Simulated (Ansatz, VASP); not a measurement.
# SrLiCO3F in two plane-wave programs, part 3 of 3

One calculation is typed for both programs; each brings its own data sets. How far apart do they land? The cell is generated by rule, not measured, and may not be a known phase. Of the first pair: The cell is taken from a series of runs on this material, whose earlier steps may have relaxed, scaled, displaced or heated it; both programs get it as it stands.

VASP 6.6.1 and Ansatz 0.2.0.

So far: Ansatz: relaxation of cell and atoms, LDA, pair 1; VASP: relaxation of cell and atoms, LDA, pair 1; Differences; Ansatz: relaxation of cell and atoms, LDA, pair 2; VASP: relaxation of cell and atoms, LDA, pair 2; Side by side.

### Step 8. Ansatz: relaxation of cell and atoms, LDA, pair 3

Level of this step: Ansatz beside VASP: Kohn-Sham DFT, plane waves, LDA (Ansatz).

The relaxed volume is the usual yardstick between codes: in a stiff, nearly cubic crystal its relative difference is about their pressure difference at one cell divided by the bulk modulus. Its start cell is another than that of the pair before, and may be another structure of the material.

The two relaxations start from unlike cells of this crystal, so only their ends are compared.

input.yaml

```yaml
crystal:
  lattice:
    - [4.54636, 0.0, 0.0]
    - [-2.27318, 3.93726, 0.0]
    - [0.0, 0.0, 4.10888]
  atoms:
    - { symbol: Li, position: [0.3333333333, 0.6666666667, 0.0] }
    - { symbol: Sr, position: [0.6666666667, 0.3333333333, 0.5] }
    - { symbol: C, position: [0.0, 0.0, 0.5] }
    - { symbol: O, position: [0.1411666667, 0.2823333333, 0.5] }
    - { symbol: O, position: [0.1411666667, 0.8588333333, 0.5] }
    - { symbol: O, position: [0.7176666667, 0.8588333333, 0.5] }
    - { symbol: F, position: [0.6666666667, 0.3333333333, 0.0] }
kpoints:
  mp_grid: { grid: [6, 6, 6] }
hamiltonian:
  xc: lda
scf:
  occupations: { method: gaussian, width: 0.1 }
output:
  forces: true
  stress: true
  eigenvalues: true
relax:
  adjacent_minimum: "off"
  f_tol: 0.05
  max_steps: 80
  cell: { stress_tol: 0.5 }
```

On the command line:

```sh
ansatz run input.yaml --threads 8 --pin off --max-ram 14336MiB --backend cpu --events-out ev --progress --plain --runs-dir out
```

Numbers of over 12 decimals in the logs are rounded to 6 here.

Output:

```text
[...]
Crystal: 7 atoms, lattice volume = 73.550 Å³
Basis set: ecut = 420 eV, 1447 PW (Γ)
Bands: 28, of which v1, the nominal top of the filled ones, is band 21 counted from 1 (20 counted from 0)
Symmetry: 12 space group operations
[...]
k-points: 28 of 216 (time reversal used)
[...]
- [-1.5381822299225543e-17, 0, 4.475500]
  atoms:
    - { symbol: Li, position: [0.333333, 0.666667, 0] }
    - { symbol: Sr, position: [0.666667, 0.333333, 0.5] }
    - { symbol: C, position: [-4.7601223486097296e-17, 1.5718710271466852e-17, 0.5] }
    - { symbol: O, position: [0.146815, 0.293630, 0.5] }
    - { symbol: O, position: [0.146815, 0.853185, 0.5] }
    - { symbol: O, position: [0.706370, 0.853185, 0.5] }
    - { symbol: F, position: [0.666667, 0.333333, 0] }
[key lines of the parts left out:]
SCF converged after 5 iterations
Free energy (F): -6354.054745 eV
Fermi energy:    4.787383 eV
P = ⅓ Tr σ = 0.3027 GPa (3.027 kbar)
```

### Step 9. VASP: relaxation of cell and atoms, LDA, pair 3

Its own start cell and the same functional (in two slightly different forms), mesh and smearing now go to VASP, with its own data sets.

INCAR

```
SYSTEM = SrLiCO3F
PREC = Accurate
ENCUT = 750
EDIFF = 1E-07
NELM = 120
ISMEAR = 0
SIGMA = 0.1
LREAL = .FALSE.
ALGO = Normal
GGA = PW92
NBANDS = 28
LORBIT = 11
LWAVE = .FALSE.
LCHARG = .FALSE.
ISIF = 3
IBRION = 2
NSW = 80
EDIFFG = -0.005
LASPH = .TRUE.
GGA_COMPAT = .FALSE.
NELMIN = 4
EFERMI = MIDGAP
KPAR = 4
```

POSCAR

```
SrLiCO3F
1.0
    5.0726287174      0.0000000000      0.0000000000
   -2.5363143587      4.3930259777      0.0000000000
    0.0000000000      0.0000000000      4.4899240524
Li Sr C O F
1 1 1 3 1
Direct
    0.3333332910      0.6666665820      0.0000000000
    0.6666666243      0.3333332487      0.5000000000
    0.9999999577      0.9999999153      0.5000000000
    0.1470085977      0.2940171954      0.5000000000
    0.1470085907      0.8529912753      0.5000000000
    0.7059826846      0.8529912753      0.5000000000
    0.6666666243      0.3333332487      0.0000000000
```

KPOINTS

```
Automatic mesh
0
Gamma
6 6 6
0 0 0
```

Potentials, in the order of the species: Li_sv, Sr_sv, C, O and F (LDA family, release 64).

On the command line:

```sh
mpirun -np 4 vasp_std
```

Output:

```text
[... set-up lines as in an earlier step ...]
 entering main loop
       N       E                     dE             d eps       ncg     rms          rms(c)
DAV:   1     0.359074980546E+03    0.35907E+03   -0.26802E+04  1568   0.192E+03
DAV:   2    -0.265796444834E+02   -0.38565E+03   -0.37511E+03  2008   0.397E+02
DAV:   3    -0.527887149901E+02   -0.26209E+02   -0.26112E+02  2284   0.103E+02
DAV:   4    -0.543040062422E+02   -0.15153E+01   -0.15117E+01  2712   0.167E+01
[...]
DAV:  13    -0.494143139464E+02   -0.13919E-04   -0.25079E-05  2396   0.255E-02    0.128E-02
DAV:  14    -0.494143144385E+02   -0.49213E-06   -0.33369E-06  2072   0.103E-02    0.370E-03
DAV:  15    -0.494143144925E+02   -0.53993E-07   -0.21196E-07  1976   0.287E-03
   1 F= -.49414314E+02 E0= -.49414314E+02  d E =-.494143E+02
[...]
N       E                     dE             d eps       ncg     rms          rms(c)
DAV:   1    -0.494149680708E+02   -0.65363E-03   -0.17237E-02  1700   0.904E-01    0.232E-01
DAV:   2    -0.494144434586E+02    0.52461E-03   -0.22733E-03  1808   0.295E-01    0.501E-02
DAV:   3    -0.494143957172E+02    0.47741E-04   -0.10573E-04  2008   0.735E-02    0.410E-02
DAV:   4    -0.494143862482E+02    0.94690E-05   -0.31844E-05  2372   0.297E-02    0.306E-02
DAV:   5    -0.494143863215E+02   -0.73353E-07   -0.66596E-06  2656   0.110E-02    0.148E-02
DAV:   6    -0.494143864920E+02   -0.17048E-06   -0.22342E-06  2940   0.684E-03    0.459E-03
DAV:   7    -0.494143865310E+02   -0.39026E-07   -0.24781E-07  1864   0.293E-03
   2 F= -.49414387E+02 E0= -.49414387E+02  d E =-.720385E-04
 trial-energy change:   -0.000072  1 .order   -0.000072   -0.000106   -0.000038
 step:   1.5562(harm=  1.5562)  dis= 0.00075  next Energy=   -49.414397 (dE=-0.822E-04)
 reached required accuracy - stopping structural energy minimisation
```

OUTCAR, selected parts (step 9):

```text
  Total        0.0239218      0.0239218      0.0246363      0.0000000      0.0000000     -0.0000000
  in kB        0.3825601      0.3825603      0.3939868      0.0000000      0.0000000     -0.0000000
  external PRESSURE =       0.3863691 kB  Pullay stress =       0.0000000 kB

 POSITION                                       TOTAL-FORCE (eV/Angst)
 -----------------------------------------------------------------------------------
      0.00000      2.92978      4.49245        -0.000000     -0.000000      0.000000
      2.53726      1.46489      2.24623        -0.000000     -0.000000      0.000000
      2.53726      4.39466      2.24623        -0.000000     -0.000000      0.000000
      0.00000      1.29155      2.24623        -0.000000     -0.003612     -0.000000
     -1.41874      3.74889      2.24623        -0.003128      0.001806      0.000000
      1.41874      3.74889      2.24623         0.003128      0.001806      0.000000
      2.53726      1.46489      4.49245        -0.000000     -0.000000      0.000000
 -----------------------------------------------------------------------------------
    total drift:                                0.000001      0.002355      0.000000

  FREE ENERGIE OF THE ION-ELECTRON SYSTEM (eV)
  ---------------------------------------------------
  free  energy   TOTEN  =       -49.4143865310 eV

  energy  without entropy=      -49.4143865310  energy(sigma->0) =      -49.41438653

[... 1 part as in an earlier step ...]

[... 3 further parts left out ...]
[key lines of the parts left out:]
E-fermi :   1.6491
```

### Step 10. Side by side

Both answers:

```tsv
quantity	Ansatz	VASP	difference
volume (Å³)	99.26	100.19	-0.93 %
edge a after relaxation, in the typed setting (Å)	5.061	5.074	-0.28 %
edge c after relaxation, in the typed setting (Å)	4.476	4.492	-0.38 %
```

### Step 11. Summary of results

```json
{
  "difference in volume (relaxation of cell and atoms, LDA, pair 1)": "-0.36 %",
  "difference in volume (relaxation of cell and atoms, LDA, pair 2)": "-0.48 %",
  "difference in volume (relaxation of cell and atoms, LDA, pair 3)": "-0.93 %"
}
```

In words: The difference in volume is -0.93 % (relaxation of cell and atoms, LDA, pair 3), within the 1.2 % picked in this series as the mark of a large difference, as far as the stopping tolerances let one tell. VASP runs on this material, other cells of it included, that failed, so that no pair exists: relaxation of cell and atoms, LDA (not converged). 2 further runs of this series are not shown here. How closely two codes agree says nothing of how well the functional describes the real material.

[Lines on the potential files, build, host, timing and source positions are cut from VASP's logs without a mark.]

[Logs are printed without paths, hosts, clocks, repeated set-up lines and the standing remarks that a program may print on its own settings, such as how far it seeks lower states.]

[Hosts, paths, dates, database ids (printed as entryN), source tags and the programs' standing remarks are cut or masked in the printed files.]
